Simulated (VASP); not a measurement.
**Ga2AsP (space group R3m): computed properties**

Method: PBEsol GGA, VASP's PBE PAW potentials (set 64) (plane waves; VASP 6.6.1).

| Quantity | Value |
|---|---|
| space group | R3m (160) |
| cell | a = b = 3.9220 Å, c = 19.1943 Å, α = β = 90.00°, γ = 120.00° |
| volume per atom | 21.31 Å^3/atom |
| band gap (over mesh and band path) | 0.97 eV |
| smallest direct gap (over mesh and band path) | 0.97 eV |
| band-edge character | direct, Γ to Γ |
| density | 4.78 g/cm³ |

```
Ga2AsP
1.0
    1.96098     1.13217     6.39809
   -1.96098     1.13217     6.39809
    0.00000    -2.26435     6.39809
Ga P As
2 1 1
Direct
  0.99744   0.99744   0.99744
  0.50254   0.50254   0.50254
  0.62514   0.62514   0.62514
  0.12489   0.12489   0.12489
```

The structure comes from a computed database's Ga2AsP entry (R3m); how it stands against other phases isn't given here. It was relaxed first. Symmetry was kept, so distortions that lower it aren't found.
